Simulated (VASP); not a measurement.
# BaMg2Tl2 (P-3m1) in VASP: density of states with PBE

Aim: the density of states of BaMg2Tl2 with PBE.

All numbers are computed with VASP 6.6.1; they aren't measurements. Logs are shortened: lines on timing, memory, paths and dates and some standing lists are left out, and cuts for length are marked.

**1. Starting point**

Symmetry: P-3m1, No. 164, trigonal system. Conventional cell: a = 4.788 Å, b = 4.788 Å, c = 8.098 Å, α = 90.00°, β = 90.00°, γ = 120.00°. Tl (site symmetry 3m) is surrounded by 4 Mg at 2.90 to 2.94 Å. Mg (site symmetry 3m) is surrounded by 4 Tl at 2.90 to 2.94 Å. Ba (site symmetry -3m) has 6 Tl at 3.49 Å as nearest neighbours.

The cell was built by a generator and needn't be a form met in nature.

**2. Density of states, PBE**

POSCAR

```
BaMg2Tl2
1.0
    2.3938090000      4.1461960000      0.0000000000
   -2.3938090000      4.1461960000      0.0000000000
    0.0000000000      0.0000000000      8.0975770000
Tl Mg Ba
2 2 1
Direct
    0.3333000000      0.3334000000      0.2641000000
    0.6667000000      0.6666000000      0.7359000000
    0.3333000000      0.3334000000      0.6274000000
    0.6667000000      0.6666000000      0.3726000000
    0.0000000000      0.0000000000      0.0000000000
```

INCAR.step1

```
ALGO = Fast ; EDIFF = 1E-6
ENCUT = 520 ; GGA = PE
ISIF = 2 ; ISMEAR = -1
LASPH = T ; LCHARG = T
LREAL = F ; LWAVE = F
NBANDS = 28 ; NELM = 80
PREC = Accurate ; SIGMA = 0.1
```

KPOINTS.step1

```
k-points
0
Gamma
  8 8 4
```

INCAR.step2

```
ALGO = Fast ; EDIFF = 1E-6
ENCUT = 520 ; GGA = PE
ICHARG = 11 ; ISIF = 2
ISMEAR = -5 ; LASPH = T
LCHARG = F ; LORBIT = 11
LREAL = F ; LWAVE = F
NEDOS = 2001 ; NELM = 80
PREC = Accurate ; SIGMA = 0.1
```

KPOINTS.step2

```
k-points
0
Gamma
  12 12 6
```

Potentials or basis: VASP PAW PBE potentials, release 64 (Tl_d, Mg, Ba_sv).

Launch:

```sh
$ cat potpaw_PBE.64/Tl_d/POTCAR potpaw_PBE.64/Mg/POTCAR potpaw_PBE.64/Ba_sv/POTCAR > POTCAR
$ cp INCAR.step1 INCAR
$ cp KPOINTS.step1 KPOINTS
$ mpirun -np 1 vasp_std > vasp.out
$ cp INCAR.step2 INCAR
$ cp KPOINTS.step2 KPOINTS
$ mpirun -np 1 vasp_std > vasp.out
```

OUTCAR:

```text
EDIFF = 1E-6
   ENCUT = 520
   GGA = PE
   ICHARG = 11
   ISIF = 2
   ISMEAR = -5
   LASPH = T
   LORBIT = 11
   LREAL = F
   NELM = 80
   PREC = Accurate

 ion  position               nearest neighbor table
   1  0.333  0.333  0.264-   4 2.90   4 2.90   4 2.90   3 2.94   5 3.49   5 3.49   5 3.49
   2  0.667  0.667  0.736-   3 2.90   3 2.90   3 2.90   4 2.94   5 3.49   5 3.49   5 3.49
   3  0.333  0.333  0.627-   2 2.90   2 2.90   2 2.90   1 2.94   4 3.45   4 3.45   4 3.45   5 4.09
                             5 4.09   5 4.09
   4  0.667  0.667  0.373-   1 2.90   1 2.90   1 2.90   2 2.94   3 3.45   3 3.45   3 3.45   5 4.09
                             5 4.09   5 4.09
   5  0.000  0.000  0.000-   2 3.49   1 3.49   2 3.49   1 3.49   2 3.49   1 3.49   3 4.09   4 4.09
                             4 4.09   3 4.09   4 4.09   3 4.09

  LATTYP: Found a hexagonal cell.
 ALAT       =     4.7876155651
 C/A-ratio  =     1.6913590680

  Lattice vectors:

 A1 = (   2.3938090000,  -4.1461960000,   0.0000000000)
 A2 = (   2.3938090000,   4.1461960000,   0.0000000000)
 A3 = (   0.0000000000,   0.0000000000,   8.0975770000)

Analysis of symmetry for initial positions (statically):
=====================================================================
 Subroutine PRICEL returns:
 Original cell was already a primitive cell.

 Routine SETGRP: Setting up the symmetry group for a
 hexagonal supercell.

 Subroutine GETGRP returns: Found  4 space group operations
 (whereof  4 operations were pure point group operations)
 out of a pool of 24 trial point group operations.

The static configuration has the point symmetry C_2h.

Analysis of symmetry for dynamics (positions and initial velocities):
=====================================================================
 Subroutine PRICEL returns:
 Original cell was already a primitive cell.

 Routine SETGRP: Setting up the symmetry group for a
 hexagonal supercell.

 Subroutine GETGRP returns: Found  4 space group operations
 (whereof  4 operations were pure point group operations)
 out of a pool of 24 trial point group operations.

The dynamic configuration has the point symmetry C_2h.

 Subroutine INISYM returns: Found  4 space group operations
 (whereof  4 operations are pure point group operations),
 and found     1 'primitive' translations

----------------------------------------------------------------------------------------

                                     Primitive cell

  volume of cell :     160.7402

  direct lattice vectors                    reciprocal lattice vectors
     2.393809000  4.146196000  0.000000000     0.208872136  0.120592466  0.000000000
    -2.393809000  4.146196000  0.000000000    -0.208872136  0.120592466  0.000000000
     0.000000000  0.000000000  8.097577000     0.000000000  0.000000000  0.123493732

  length of vectors
     4.787615565  4.787615565  8.097577000     0.241184809  0.241184809  0.123493732

  position of ions in fractional coordinates (direct lattice)
     0.333300000  0.333400000  0.264100000
     0.666700000  0.666600000  0.735900000
     0.333300000  0.333400000  0.627400000
     0.666700000  0.666600000  0.372600000
     0.000000000  0.000000000  0.000000000

  ion indices of the primitive-cell ions
   primitive index   ion index
                 1           1
                 2           2
                 3           3
                 4           4
                 5           5

----------------------------------------------------------------------------------------

 KPOINTS: k-points

Automatic generation of k-mesh.
 Grid dimensions read from file:
 generate k-points for:   12   12    6

 Generating k-lattice:

  Cartesian coordinates                     Fractional coordinates (reciprocal lattice)
     0.017406011  0.010049372  0.000000000     0.083333333  0.000000000  0.000000000
    -0.017406011  0.010049372  0.000000000     0.000000000  0.083333333  0.000000000
     0.000000000  0.000000000  0.020582289     0.000000000  0.000000000  0.166666667

  Length of vectors
     0.020098734  0.020098734  0.020582289

  Shift w.r.t. Gamma in fractional coordinates (k-lattice)
     0.000000000  0.000000000  0.000000000

 TETIRR: Found   2590 inequivalent tetrahedra from     5184

 Subroutine IBZKPT returns following result:
 ===========================================

 Found    242 irreducible k-points:

 Following reciprocal coordinates:
            Coordinates               Weight
  0.000000  0.000000  0.000000      1.000000
  0.083333  0.000000  0.000000      4.000000
  0.000000  0.083333  0.000000      2.000000
  0.166667  0.000000  0.000000      4.000000
  0.000000  0.166667  0.000000      2.000000
  0.250000  0.000000  0.000000      4.000000
[... 16 lines left out ...]
  0.333333  0.416667  0.000000      4.000000
 -0.083333  0.333333  0.000000      4.000000
 [... further k-points ...]
   k-points           NKPTS =    242   k-points in BZ     NKDIM =    242   number of bands    NBANDS=     24
   number of dos      NEDOS =   2001   number of ions     NIONS =      5
   total plane-waves  NPLWV =  77760
   dimension x,y,z NGX =    36 NGY =   36 NGZ =   60
   dimension x,y,z NGXF=    72 NGYF=   72 NGZF=  120
   ions per type =               2   2   1
   NGX,Y,Z   is equivalent  to a cutoff of  12.50, 12.50, 12.32 a.u.
   NGXF,Y,Z  is equivalent  to a cutoff of  25.00, 25.00, 24.64 a.u.
 SYSTEM =  unknown system
   PREC   = accura    normal or accurate (medium, high low for compatibility)
   ISTART =      0    job   : 0-new  1-cont  2-samecut
   ICHARG =     11    charge: 1-file 2-atom 10-const
   ISPIN  =      1    spin polarized calculation?
   LNONCOLLINEAR =      F non collinear calculations
   LSORBIT =      F    spin-orbit coupling
   LASPH  =      T    aspherical Exc in radial PAW
   ENCUT  =  520.0 eV  38.22 Ry    6.18 a.u.   8.90  8.90 15.06*2*pi/ulx,y,z
   NELM   =     80;   NELMIN=  2; NELMDL=  0     # of ELM steps
   EDIFF  = 0.1E-05   stopping-criterion for ELM
   LREAL  =      F    real-space projection
   EDIFFG = 0.1E-04   stopping-criterion for IOM
   NSW    =      0    number of steps for IOM
   IBRION =     -1    ionic relax: 0-MD 1-quasi-New 2-CG
   NFREE  =      0    steps in history (QN), initial steepest desc. (CG)
   ISIF   =      2    stress and relaxation
   ISYM   =      2    0-nonsym 1-usesym 2-fastsym
   POTIM  = 0.5000    time-step for ionic-motion
   TEBEG  =    0.0;   TEEND  =   0.0 temperature during run
   PSTRESS=    0.0 pullay stress
   NELECT =      40.0000    total number of electrons
   NUPDOWN=      -1.0000    fix difference up-down
   EMIN   =  10.00;   EMAX   =-10.00  energy-range for DOS
   EFERMI =   0.00;   METHOD = LEGACY
   ISMEAR =    -5;   SIGMA  =   0.10  broadening in eV -4-tet -1-fermi 0-gaus
   EFERMI_NEDOS =   21; number of points for ismear=-14 and -15
   IALGO  =     68    algorithm
   IMIX   =      4    mixing-type and parameters
     AMIX     =   0.40;   BMIX     =  1.00
     AMIX_MAG =   1.60;   BMIX_MAG =  1.00
  volume/ion in A,a.u.               =      32.15       216.95
  Fermi-wavevector in a.u.,A,eV,Ry     =   1.029722  1.945893 14.426632  1.060328
  Thomas-Fermi vector in A             =   2.163784
   LORBIT       =     11    0 simple, 1 ext, 2 COOP (PROOUT), +10 PAW based schemes
   GGA     = PE    functional components
   LHFCALC =     F    Hartree Fock is set to
   AEXX    =    0.0000 exact exchange contribution
   IVDW    =     0    specifies the selected vdW correction
   LEPSILON=     F    determine dielectric tensor
   LRPA    =     F    only Hartree local field effects (RPA)
 non-spin polarized calculation
 RMM-DIIS sequential band-by-band and
 Fermi weights with tetrahedron method with Bloechl corrections
  energy-cutoff  :      520.00
  volume of cell :      160.74
 maximum number of plane-waves:      4360

 number of electron      39.9999995 magnetization

 Free energy of the ion-electron system (eV)
  ---------------------------------------------------
  ext. energy  EPLUGINS =         0.00000000
  ---------------------------------------------------
  free energy    TOTEN  =        -9.62409273 eV

  energy without entropy =       -9.62409273  energy(sigma->0) =       -9.62409273

 E-fermi :   3.4041     XC(G=0):  -8.7216

 val. band max:        3.5003991579   @ k =   0.0000   0.1667   0.1667
 cond. band min:       3.3825591693   @ k =  -0.2500   0.3333   0.1667
 fundamental gap:     -0.1178399886
 Fermi energy:         3.4040986501

 k-point     1 :       0.0000    0.0000    0.0000
  band No.  band energies     occupation
      1     -24.6544      2.00000
      2     -10.0196      2.00000
      3      -9.8712      2.00000
      4      -9.8711      2.00000
      5      -8.1791      2.00000
      6      -8.1791      2.00000
[... 16 lines left out ...]
     23       5.5497      0.00000
     24       5.6762      0.00000

 k-point     2 :       0.0833    0.0000    0.0000
  band No.  band energies     occupation
      1     -24.6536      2.00000
      2     -10.0173      2.00000
      3      -9.8863      2.00000
      4      -9.8748      2.00000
      5      -8.1767      2.00000
      6      -8.1766      2.00000
[... 16 lines left out ...]
     23       5.4321      0.00000
     24       5.9628      0.00000
[... 565 lines left out ...]
     23       5.2944      0.00000
     24       6.5001      0.00000

 k-point    24 :      -0.0833    0.3333    0.0000
  band No.  band energies     occupation
      1     -24.6436      2.00000
      2     -10.0548      2.00000
      3      -9.9926      2.00000
      4      -9.9245      2.00000
      5      -8.1726      2.00000
      6      -8.1489      2.00000
[... 16 lines left out ...]
     23       5.2939      0.00000
     24       6.4998      0.00000

 [... further k-points ...]

------------------------ aborting loop because EDIFF is reached ----------------------------------------

  FORCE on cell =-STRESS in cart. coord.  units (eV):
  Direction    XX          YY          ZZ          XY          YZ          ZX
  --------------------------------------------------------------------------------------
  -------------------------------------------------------------------------------------
  Total        2.4871193      2.4888180      2.1760231      0.0014740      0.0000507     -0.0000878
  in kB       24.7903581     24.8072899     21.6895064      0.0146925      0.0005052     -0.0008749
  external PRESSURE =      23.7623848 kB  Pullay stress =       0.0000000 kB

 VOLUME and BASIS-vectors are now :
 -----------------------------------------------------------------------------
  energy-cutoff  :      520.00
  volume of cell :      160.74
      direct lattice vectors                 reciprocal lattice vectors
     2.393809000  4.146196000  0.000000000     0.208872136  0.120592466  0.000000000
    -2.393809000  4.146196000  0.000000000    -0.208872136  0.120592466  0.000000000
     0.000000000  0.000000000  8.097577000     0.000000000  0.000000000  0.123493732

 POSITION                                       TOTAL-FORCE (eV/Angst)
 -----------------------------------------------------------------------------------
     -0.00024      2.76427      2.13857        -0.000842      0.000486      0.102956
      0.00024      5.52812      5.95901         0.000842     -0.000486     -0.102956
     -0.00024      2.76427      5.08042         0.000535     -0.000309     -0.149644
      0.00024      5.52812      3.01716        -0.000535      0.000309      0.149644
      0.00000      0.00000      0.00000        -0.000000      0.000000      0.000000
 -----------------------------------------------------------------------------------
    total drift:                               -0.000000      0.000000     -0.000000

  FREE ENERGIE OF THE ION-ELECTRON SYSTEM (eV)
  ---------------------------------------------------
  free  energy   TOTEN  =        -9.6240927288 eV

  energy  without entropy=       -9.6240927288  energy(sigma->0) =       -9.62409273

 total charge

# of ion       s       p       d       tot
------------------------------------------
    1        1.124   0.640   9.589  11.353
    2        1.124   0.640   9.589  11.353
    3        0.217   0.120   0.011   0.348
    4        0.217   0.120   0.011   0.348
    5        2.028   5.584   0.327   7.939
--------------------------------------------------
tot          4.710   7.103  19.528  31.341
```

Wall time 12 min (1 thread of Intel Xeon Platinum 8559C (Emerald Rapids), shared host); peak memory 1 GiB.

Results:

```
Valence electrons inside the program's atomic spheres : Tl 11.35; Mg 0.35; Ba 7.94
```

Levels at points of the mesh, in eV from the Fermi level:
```csv
k point,band 17,band 18,band 19,band 20,band 21,band 22,band 23,band 24
"(0.00, 0.00, 0.00)",-2.80,0.35,0.35,1.99,2.02,2.15,2.15,2.27
"(0.50, 0.00, 0.00)",-3.01,-2.01,-0.58,-0.50,0.00,0.26,1.35,3.33
"(0.00, 0.50, 0.00)",-3.01,-2.01,-0.58,-0.50,0.00,0.25,1.35,3.32
"(0.00, 0.00, 0.50)",-1.39,-0.83,0.71,0.71,1.23,1.24,2.17,2.63
"(0.50, 0.00, 0.50)",-2.85,-2.65,-0.68,-0.49,1.07,1.12,1.16,2.13
"(0.00, 0.50, 0.50)",-2.85,-2.65,-0.68,-0.49,1.07,1.12,1.16,2.13
```

States per cell in windows of 0.5 eV (zero at the Fermi level; states under -8 eV left out):
| from (eV) | total | Ba5_d | Tl1_s | Tl2_s | Tl1_p | Tl2_p | Mg3_s |
| --- | --- | --- | --- | --- | --- | --- | --- |
| -8.0 | 0.23 | 0.00 | 0.05 | 0.05 | 0.00 | 0.00 | 0.01 |
| -7.5 | 0.66 | 0.00 | 0.14 | 0.14 | 0.00 | 0.00 | 0.01 |
| -7.0 | 1.44 | 0.01 | 0.36 | 0.36 | 0.00 | 0.00 | 0.01 |
| -6.5 | 1.69 | 0.01 | 0.47 | 0.47 | 0.00 | 0.00 | 0.00 |
| -6.0 | 0.00 | 0.00 | 0.00 | 0.00 | 0.00 | 0.00 | 0.00 |
| -5.5 | 0.00 | 0.00 | 0.00 | 0.00 | 0.00 | 0.00 | 0.00 |
| -5.0 | 0.00 | 0.00 | 0.00 | 0.00 | 0.00 | 0.00 | 0.00 |
| -4.5 | 0.00 | 0.00 | 0.00 | 0.00 | 0.00 | 0.00 | 0.00 |
| -4.0 | 0.00 | 0.00 | 0.00 | 0.00 | 0.00 | 0.00 | 0.00 |
| -3.5 | 0.00 | 0.00 | 0.00 | 0.00 | 0.00 | 0.00 | 0.00 |
| -3.0 | 0.88 | 0.02 | 0.01 | 0.01 | 0.06 | 0.06 | 0.04 |
| -2.5 | 2.14 | 0.05 | 0.05 | 0.05 | 0.14 | 0.14 | 0.09 |
| -2.0 | 0.58 | 0.01 | 0.02 | 0.02 | 0.04 | 0.04 | 0.02 |
| -1.5 | 0.65 | 0.01 | 0.01 | 0.01 | 0.05 | 0.05 | 0.01 |
| -1.0 | 1.80 | 0.08 | 0.01 | 0.01 | 0.15 | 0.15 | 0.01 |
| -0.5 | 1.98 | 0.13 | 0.01 | 0.01 | 0.18 | 0.18 | 0.01 |
| 0.0 | 2.02 | 0.17 | 0.00 | 0.00 | 0.21 | 0.21 | 0.00 |
| 0.5 | 1.46 | 0.13 | 0.00 | 0.00 | 0.16 | 0.16 | 0.00 |
| 1.0 | 0.51 | 0.05 | 0.00 | 0.00 | 0.05 | 0.05 | 0.00 |
| 1.5 | 0.76 | 0.14 | 0.00 | 0.00 | 0.04 | 0.04 | 0.01 |
| 2.0 | 1.21 | 0.27 | 0.01 | 0.01 | 0.03 | 0.03 | 0.01 |
| 2.5 | 1.45 | 0.30 | 0.02 | 0.02 | 0.03 | 0.03 | 0.02 |
| 3.0 | 0.58 | 0.13 | 0.01 | 0.01 | 0.01 | 0.01 | 0.01 |
| 3.5 | 0.00 | 0.00 | 0.00 | 0.00 | 0.00 | 0.00 | 0.00 |
| 4.0 | 0.00 | 0.00 | 0.00 | 0.00 | 0.00 | 0.00 | 0.00 |
| 4.5 | 0.00 | 0.00 | 0.00 | 0.00 | 0.00 | 0.00 | 0.00 |

Caveat: tetrahedron occupations give inexact forces and stress in metals.
